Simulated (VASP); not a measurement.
Write the native input for VASP 6.6.1 that does the following.

* Task: single point
* Functional: PBE
* Potentials or basis: VASP PAW PBE potentials, release 64 (Sr_sv, B, N)
* Cutoff: 520 eV
* k mesh: 8 × 8 × 4
* Occupations: fermi-dirac, width 0.05 eV
* Spin: no spin polarisation
* Further INCAR settings: ALGO = Normal; EDIFF = 1e-07; NBANDS = 22

The structure of Sr2BN lies in POSCAR:

```
Sr2BN
1.0
    3.8822100000      0.0000000000      0.0000000000
   -1.9411000000      3.3620900000      0.0000000000
    0.0000000000      0.0000000000      6.7123600000
Sr B N
2 1 1
Direct
    0.3333300000      0.6666700000      0.7942500000
    0.6666700000      0.3333300000      0.2057500000
    0.0000000000      0.0000000000      0.5000000000
    0.0000000000      0.0000000000      0.0000000000
```

The cell was built by a generator and needn't be a form met in nature.

These files were run (other wordings do the same):

INCAR

```
SYSTEM = Sr2BN
ALGO = Normal ; EDIFF = 1E-7
ENCUT = 520 ; GGA = PE
ISIF = 2 ; ISMEAR = -1
LASPH = .True. ; LCHARG = .False.
LREAL = .False. ; LWAVE = .False.
NBANDS = 22 ; NELM = 100
PREC = Accurate ; SIGMA = 0.05
```

KPOINTS

```
k-points
0
Gamma
  8 8 4
  0 0 0
```

Potentials or basis: VASP PAW PBE potentials, release 64 (Sr_sv, B, N).

Launch:

```sh
$ cat potpaw_PBE.64/Sr_sv/POTCAR potpaw_PBE.64/B/POTCAR potpaw_PBE.64/N/POTCAR > POTCAR
$ mpirun -np 1 vasp_std > vasp.out
```

It gave:

```json
{
  "Pressure": "0.2 GPa",
  "Largest force": "0.034 eV/Å",
  "Band gap on the k mesh": "none (metal or under the smearing width)"
}
```

It took 2.5 min on 1 thread of Intel(R) Xeon(R) Platinum 8488C (Sapphire Rapids) (shared host), peak memory 0.29 GiB.
